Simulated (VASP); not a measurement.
**free-standing triangular Ir monolayer, spacing 2.603 A: U from linear response**

Aim: the Hubbard U of free-standing triangular Ir monolayer, spacing 2.603 A from the response of a shell to a shift of its potential.

Program: VASP 6.6.1. Level of theory: PBE, spin-polarised from an antiferromagnetic start; plane waves and PAW (Ir, Ir), in the first sound run; inputs show where later runs differ. Results are calculated unless marked as measured.

## 1. Starting point

The cell holds 4 atoms: 4 Ir. Its edges and angles: a = 5.206 Å, b = 5.206 Å, c = 14.000 Å, α = 90.0°, β = 90.0°, γ = 120.0°. It derives from Ir (free-standing triangular Ir monolayer, spacing 2.603 A), repeated 2×2×1. model lattice. Vacuum lies along c.

## 2. Ground state

The shifted atom is typed as a species of its own, and density and orbitals are saved as the common start.

Input file INCAR:

```
SYSTEM = Ir
PREC = Normal
ENCUT = 350
EDIFF = 1E-06
NELM = 150
ISMEAR = 0
SIGMA = 0.1
LREAL = .FALSE.
ALGO = Normal
GGA = PE
NBANDS = 32
ISPIN = 2
MAGMOM = 0.6 -0.6 0.6 -0.6
LASPH = .TRUE.
LMAXMIX = 4
LORBIT = 11
LWAVE = .TRUE.
LCHARG = .TRUE.
KPAR = 2
AMIX = 0.2
BMIX = 1E-04
AMIX_MAG = 0.8
BMIX_MAG = 1E-04
```

Input file POSCAR:

```
Ir
1.0
    5.2060000000      0.0000000000      0.0000000000
   -2.6030000000      4.5085280000      0.0000000000
    0.0000000000      0.0000000000     14.0000000000
Ir Ir
1 3
Direct
    0.0000000000      0.0000000000      0.5000000000
    0.0000000000      0.5000000000      0.5000000000
    0.5000000000      0.0000000000      0.5000000000
    0.5000000000      0.5000000000      0.5000000000
```

Input file KPOINTS:

```
Automatic mesh
0
Gamma
5 5 1
0 0 0
```

Potentials, in the order of the species: Ir and Ir (PBE family, release 64).

Launch:

```bash
$ mpirun -np 2 vasp_std
```

Log:

```text
[banner, memory and clock lines left out]
running    2 mpi-ranks, on    1 nodes
 distrk:  each k-point on    1 cores,    2 groups
 distr:  one band on    1 cores,    1 groups

 POSCAR found type information on POSCAR IrIr
 POSCAR found :  2 types and       4 ions
 LDA part: xc-table for (Slater+PW92), standard interpolation
 POSCAR, INCAR and KPOINTS ok, starting setup
 FFT: planning ... GRIDC
 FFT: planning ... GRID_SOFT
 FFT: planning ... GRID
 WAVECAR not read
 entering main loop
       N       E                     dE             d eps       ncg     rms          rms(c)
DAV:   1     0.222572753331E+03    0.22257E+03   -0.10197E+04  1152   0.634E+02
DAV:   2    -0.102445696894E+02   -0.23282E+03   -0.20339E+03  1296   0.220E+02
DAV:   3    -0.303402598285E+02   -0.20096E+02   -0.18899E+02  1448   0.615E+01
DAV:   4    -0.307616850825E+02   -0.42143E+00   -0.41575E+00  1384   0.112E+01
DAV:   5    -0.307699333330E+02   -0.82483E-02   -0.82400E-02  1464   0.124E+00    0.197E+01
DAV:   6    -0.292115524031E+02    0.15584E+01   -0.17778E+00  1512   0.961E+00    0.135E+01
DAV:   7    -0.287383845250E+02    0.47317E+00   -0.31372E+00  1440   0.115E+01    0.767E+00
DAV:   8    -0.286871046840E+02    0.51280E-01   -0.65641E-02  1216   0.147E+00    0.578E+00
DAV:   9    -0.286131507203E+02    0.73954E-01   -0.33690E-01  1288   0.240E+00    0.186E+00
DAV:  10    -0.286036548049E+02    0.94959E-02   -0.13668E-02  1160   0.790E-01    0.827E-01
DAV:  11    -0.285996436978E+02    0.40111E-02   -0.58123E-03  1472   0.610E-01    0.403E-01
DAV:  12    -0.285985188705E+02    0.11248E-02   -0.21375E-03  1344   0.365E-01    0.162E-01
DAV:  13    -0.285986043996E+02   -0.85529E-04   -0.17216E-04  1192   0.110E-01    0.931E-02
DAV:  14    -0.285986238419E+02   -0.19442E-04   -0.73703E-05  1240   0.493E-02    0.359E-02
DAV:  15    -0.285986357322E+02   -0.11890E-04   -0.40653E-05  1392   0.441E-02    0.259E-02
DAV:  16    -0.285986369331E+02   -0.12009E-05   -0.12234E-05  1264   0.307E-02    0.196E-02
DAV:  17    -0.285986390429E+02   -0.21098E-05   -0.73207E-07   896   0.564E-03    0.208E-02
DAV:  18    -0.285986219336E+02    0.17109E-04   -0.51905E-06  1216   0.135E-02    0.108E-02
DAV:  19    -0.285986292111E+02   -0.72775E-05   -0.10332E-06  1016   0.761E-03    0.820E-03
DAV:  20    -0.285986309473E+02   -0.17362E-05   -0.75873E-07   936   0.529E-03    0.535E-03
DAV:  21    -0.285986317700E+02   -0.82271E-06   -0.40696E-07   920   0.419E-03
   1 F= -.28598632E+02 E0= -.28563839E+02  d E =-.695853E-01  mag=    -0.0001
 writing wavefunctions
```

It took 25 s on 2 MPI ranks of AMD EPYC 9R45, shared host; peak memory 0.47 GiB; 47 s of CPU time.

Lines that name or quote the potential files are left out of all logs, and their timing lines are given in words.

OUTCAR, selected parts (step 2):

```text
ion  position               nearest neighbor table
   1  0.000  0.000  0.500-   2 2.60   4 2.60   2 2.60   4 2.60   3 2.60   3 2.60
   2  0.000  0.500  0.500-   1 2.60   3 2.60   1 2.60   3 2.60   4 2.60   4 2.60
   3  0.500  0.000  0.500-   2 2.60   4 2.60   4 2.60   2 2.60   1 2.60   1 2.60
   4  0.500  0.500  0.500-   1 2.60   3 2.60   3 2.60   1 2.60   2 2.60   2 2.60

  LATTYP: Found a hexagonal cell.
 ALAT       =     5.2060000000
 C/A-ratio  =     2.6892047637

 Subroutine GETGRP returns: Found 24 space group operations
 (whereof 24 operations were pure point group operations)

The static configuration has the point symmetry D_6h.

 Found      9 irreducible k-points:

   k-points           NKPTS =      9   k-points in BZ     NKDIM =      9   number of bands    NBANDS=     32

   dimension x,y,z NGX =    24 NGY =   24 NGZ =   64
   dimension x,y,z NGXF=    48 NGYF=   48 NGZF=  128

   ENCUT  =  350.0 eV  25.72 Ry    5.07 a.u.   7.94  7.94 21.36*2*pi/ulx,y,z

   NELECT =      36.0000    total number of electrons

 k-points in reciprocal lattice and weights: Automatic mesh
   0.00000000  0.00000000  0.00000000       0.040
   0.20000000  0.00000000  0.00000000       0.160
   0.00000000  0.20000000  0.00000000       0.080
   0.40000000  0.00000000  0.00000000       0.160
   0.00000000  0.40000000  0.00000000       0.080
   0.20000000  0.20000000  0.00000000       0.160
  -0.40000000  0.20000000  0.00000000       0.080
   0.40000000  0.20000000  0.00000000       0.160
  -0.20000000 -0.40000000  0.00000000       0.080

 average (electrostatic) potential at core
       1 -61.8297       2 -61.8297       3 -61.8297       4 -61.8297

 E-fermi :  -3.6318

 spin component 1
 k-point     1 :       0.0000    0.0000    0.0000
  band No.  band energies     occupation
    ...
      9      -6.4134      1.00000
     10      -5.8069      1.00000
     11      -3.7681      0.97308
     12      -3.7681      0.97307
     13      -3.7681      0.97307
     14      -3.5949      0.30118
     15      -3.5949      0.30117
     16      -3.5949      0.30115
     17      -2.6053      0.00000
     18      -2.6053      0.00000
    ...

 k-point     2 :       0.2000    0.0000    0.0000
  band No.  band energies     occupation
    ...
     12      -3.9744      1.00000
     13      -3.9744      1.00000
     14      -3.9464      1.00000
     15      -3.8239      0.99671
     16      -3.8239      0.99671
     17      -3.5075      0.03937
     18      -3.3484      0.00003
     19      -3.3484      0.00003
     20      -2.8173      0.00000
     21      -2.7077      0.00000
    ...

 k-point     3 :       0.0000    0.2000    0.0000
  band No.  band energies     occupation
    ...
     12      -3.9744      1.00000
     13      -3.9744      1.00000
     14      -3.9464      1.00000
     15      -3.8239      0.99671
     16      -3.8239      0.99671
     17      -3.5075      0.03937
     18      -3.3484      0.00003
     19      -3.3484      0.00003
     20      -2.8173      0.00000
     21      -2.7077      0.00000
    ...

 k-point     4 :       0.4000    0.0000    0.0000
  band No.  band energies     occupation
    ...
     15      -4.6627      1.00000
     16      -4.6626      1.00000
     17      -4.5474      1.00000
     18      -3.7906      0.98764
     19      -3.7906      0.98764
     20      -3.3907      0.00033
     21      -3.2720      0.00000
     22      -2.9670      0.00000
     23       0.6129      0.00000
     24       1.3703      0.00000
    ...

 k-point     5 :       0.0000    0.4000    0.0000
  band No.  band energies     occupation
    ...
     15      -4.6627      1.00000
     16      -4.6626      1.00000
     17      -4.5474      1.00000
     18      -3.7906      0.98765
     19      -3.7906      0.98764
     20      -3.3907      0.00033
     21      -3.2720      0.00000
     22      -2.9670      0.00000
     23       0.6129      0.00000
     24       1.3703      0.00000
    ...

 k-point     6 :       0.2000    0.2000    0.0000
  band No.  band energies     occupation
    ...
     16      -4.1522      1.00000
     17      -4.1522      1.00000
     18      -3.7386      0.93458
     19      -3.7386      0.93458
     20      -3.6704      0.70761
     21      -2.9414      0.00000
     22      -1.4743      0.00000
     23      -1.4743      0.00000
     24       0.2241      0.00000
     25       3.2423      0.00000
    ...

  Total       -6.6123352     -6.6120685     -0.0955066      0.0000000      0.0000000      0.0000000
  in kB      -32.2402553    -32.2389548     -0.4656688      0.0000000      0.0000000      0.0000000
  external PRESSURE =     -21.6482929 kB  Pullay stress =       0.0000000 kB

  energy-cutoff  :      350.00
  volume of cell :      328.60
      direct lattice vectors                 reciprocal lattice vectors
     5.206000000  0.000000000  0.000000000     0.192086055  0.110900942  0.000000000
    -2.603000000  4.508528000  0.000000000     0.000000000  0.221801883  0.000000000
     0.000000000  0.000000000 14.000000000     0.000000000  0.000000000  0.071428571

 POSITION                                       TOTAL-FORCE (eV/Angst)
 -----------------------------------------------------------------------------------
      0.00000      0.00000      7.00000        -0.000000      0.000000      0.000000
     -1.30150      2.25426      7.00000        -0.000000      0.000000      0.000000
      2.60300      0.00000      7.00000         0.000000      0.000000      0.000000
      1.30150      2.25426      7.00000        -0.000000      0.000000      0.000000
 -----------------------------------------------------------------------------------
    total drift:                                0.000000      0.000000     -0.000000

  FREE ENERGIE OF THE ION-ELECTRON SYSTEM (eV)
  ---------------------------------------------------
  free  energy   TOTEN  =       -28.5986317700 eV

  energy  without entropy=      -28.5290464335  energy(sigma->0) =      -28.56383910

 total charge
# of ion       s       p       d       tot
------------------------------------------
    1        0.753   0.481   6.868   8.103
    2        0.753   0.481   6.868   8.103
    3        0.753   0.481   6.868   8.103
    4        0.753   0.481   6.868   8.103
--------------------------------------------------
tot          3.013   1.926  27.473  32.412

 magnetization (x)
# of ion       s       p       d       tot
------------------------------------------
    1       -0.000   0.000  -0.000  -0.000
    2       -0.000  -0.000  -0.000  -0.000
    3       -0.000   0.000  -0.000  -0.000
    4       -0.000  -0.000  -0.000  -0.000
--------------------------------------------------
tot         -0.000  -0.000  -0.000  -0.000

[... 6 further parts left out ...]
```

This step gave:

```
electronic cycles                               : 21
electrons                                       : 36
free energy (TOTEN)                             : -28.60 eV
energy at zero smearing                         : -28.56 eV
Fermi energy                                    : -3.632 eV
labelled metallic, from the levels on this mesh : yes
```

The spin moment in the PAW sphere vanishes on all atoms.

The moments of the start collapsed, so the response belongs to a non-magnetic state; other starts were not tried.

## 3. Shifted potential, frozen density, alpha -0.2

This step: PBE, with a shift of one shell's potential, spin-polarised from an antiferromagnetic start; plane waves and PAW (Ir, Ir) (VASP 6.6.1).

With the density held, the shell's charge shows the bare response.

INCAR: that of step 2 with these lines changed.

```diff
@@ -16,4 +16,4 @@
 LORBIT = 11
-LWAVE = .TRUE.
-LCHARG = .TRUE.
+LWAVE = .FALSE.
+LCHARG = .FALSE.
 KPAR = 2
@@ -23 +23,7 @@
 BMIX_MAG = 1E-04
+LDAU = .TRUE.
+LDAUTYPE = 3
+LDAUL = 2 -1
+LDAUU = -0.2 0
+LDAUJ = -0.2 0
+ICHARG = 11
```

POSCAR is that of step 2.

KPOINTS is that of step 2.

The WAVECAR or CHGCAR of an earlier step is read.

Launch:

```bash
$ mpirun -np 2 vasp_std
```

Log:

```text
[banner, memory and clock lines left out]
running    2 mpi-ranks, on    1 nodes
 distrk:  each k-point on    1 cores,    2 groups
 distr:  one band on    1 cores,    1 groups

 POSCAR found type information on POSCAR IrIr
 POSCAR found :  2 types and       4 ions
 LDA part: xc-table for (Slater+PW92), standard interpolation
 found WAVECAR, reading the header
 WARNING: stress and forces are not correct
 POSCAR, INCAR and KPOINTS ok, starting setup
 FFT: planning ... GRIDC
 FFT: planning ... GRID_SOFT
 FFT: planning ... GRID
 reading WAVECAR
 the WAVECAR file was read successfully
 charge density read from file: CHGCAR, Ir
magnetization read from file: component  1
 entering main loop
       N       E                     dE             d eps       ncg     rms          rms(c)
DAV:   1    -0.272392731471E+02   -0.27239E+02   -0.71312E-02  1408   0.154E+00
DAV:   2    -0.272396805429E+02   -0.40740E-03   -0.40739E-03  1256   0.467E-01
DAV:   3    -0.272396828736E+02   -0.23308E-05   -0.23310E-05  1552   0.226E-02
DAV:   4    -0.272396829049E+02   -0.31253E-07   -0.31317E-07   856   0.285E-03
   1 F= -.27239683E+02 E0= -.27204414E+02  d E =-.705369E-01  mag=    -0.0001
```

The job ended after 5.8 s (2 MPI ranks; peak memory 0.43 GiB).

Parts of OUTCAR (step 3):

```text
The static configuration has the point symmetry D_6h.

 Found      9 irreducible k-points:

   NELECT =      36.0000    total number of electrons

 E-fermi :  -3.5850

 spin component 1
 k-point     1 :       0.0000    0.0000    0.0000
  band No.  band energies     occupation
    ...
     10      -5.7774      1.00000
     11      -3.7674      0.99504
     12      -3.7674      0.99504
     13      -3.6490      0.81715
     14      -3.5949      0.55541
     15      -3.5260      0.20182
     16      -3.5260      0.20180
     17      -2.5526      0.00000
     18      -2.5526      0.00000
     19      -2.2039      0.00000
    ...

 k-point     2 :       0.2000    0.0000    0.0000
  band No.  band energies     occupation
    ...
     12      -3.9576      1.00000
     13      -3.9567      1.00000
     14      -3.8550      0.99993
     15      -3.8204      0.99956
     16      -3.7310      0.98050
     17      -3.4603      0.03880
     18      -3.3310      0.00016
     19      -3.3124      0.00006
     20      -2.8115      0.00000
     21      -2.6549      0.00000
    ...

 k-point     3 :       0.0000    0.2000    0.0000
  band No.  band energies     occupation
    ...
     12      -3.9576      1.00000
     13      -3.9567      1.00000
     14      -3.8550      0.99993
     15      -3.8204      0.99956
     16      -3.7310      0.98050
     17      -3.4603      0.03880
     18      -3.3310      0.00016
     19      -3.3124      0.00006
     20      -2.8115      0.00000
     21      -2.6549      0.00000
    ...

 k-point     4 :       0.4000    0.0000    0.0000
  band No.  band energies     occupation
    ...
     15      -4.6580      1.00000
     16      -4.5703      1.00000
     17      -4.5167      1.00000
     18      -3.7905      0.99817
     19      -3.7108      0.96238
     20      -3.3412      0.00028
     21      -3.2307      0.00000
     22      -2.9102      0.00000
     23       0.6231      0.00000
     24       1.3705      0.00000
    ...

  Total       -6.4175365     -6.4172644     -0.1296001      0.0000000      0.0000000      0.0000000
  in kB      -31.2904610    -31.2891340     -0.6319007      0.0000000      0.0000000      0.0000000
  external PRESSURE =     -21.0704985 kB  Pullay stress =       0.0000000 kB

 POSITION                                       TOTAL-FORCE (eV/Angst)
 -----------------------------------------------------------------------------------
      0.00000      0.00000      7.00000         0.000000      0.000000      0.000000
     -1.30150      2.25426      7.00000         0.000000      0.000000      0.000000
      2.60300      0.00000      7.00000        -0.000000      0.000000      0.000000
      1.30150      2.25426      7.00000         0.000000      0.000000      0.000000
 -----------------------------------------------------------------------------------
    total drift:                               -0.000000      0.000000     -0.000000

  FREE ENERGIE OF THE ION-ELECTRON SYSTEM (eV)
  ---------------------------------------------------
  free  energy   TOTEN  =       -27.2396829049 eV

  energy  without entropy=      -27.1691459621  energy(sigma->0) =      -27.20441443

 total charge
# of ion       s       p       d       tot
------------------------------------------
    1        0.753   0.482   6.623   7.858
    2        0.755   0.485   6.929   8.170
    3        0.755   0.485   6.929   8.170
    4        0.755   0.485   6.929   8.170
--------------------------------------------------
tot          3.019   1.937  27.410  32.367

 magnetization (x)
# of ion       s       p       d       tot
------------------------------------------
    1       -0.000  -0.000  -0.000  -0.000
    2       -0.000   0.000  -0.000  -0.000
    3       -0.000  -0.000  -0.000  -0.000
    4       -0.000   0.000  -0.000  -0.000
--------------------------------------------------
tot         -0.000   0.000  -0.000  -0.000

[... 8 parts as in an earlier step ...]

[... 9 further parts left out ...]
```

Numbers from this step:

* electronic cycles: 4
* free energy (TOTEN): -27.24 eV
* energy at zero smearing: -27.20 eV
* Fermi energy: -3.585 eV

Energy at zero smearing: -27.20441 eV.

[end of part 1 of 3]

[Lines on the potential files, build, host, timing and source positions are cut from VASP's logs without a mark.]

[Logs are printed without paths, hosts, clocks, repeated set-up lines and the standing remarks that a program may print on its own settings, such as how far it seeks lower states.]

[Hosts, paths, dates, database ids (printed as entryN), source tags and the programs' standing remarks are cut or masked in the printed files.]

[In band tables of VASP the shares of atoms and orbitals are scaled to a sum of 1 inside the atoms' spheres.]

[Runs that stopped without an error message from VASP are left out.]
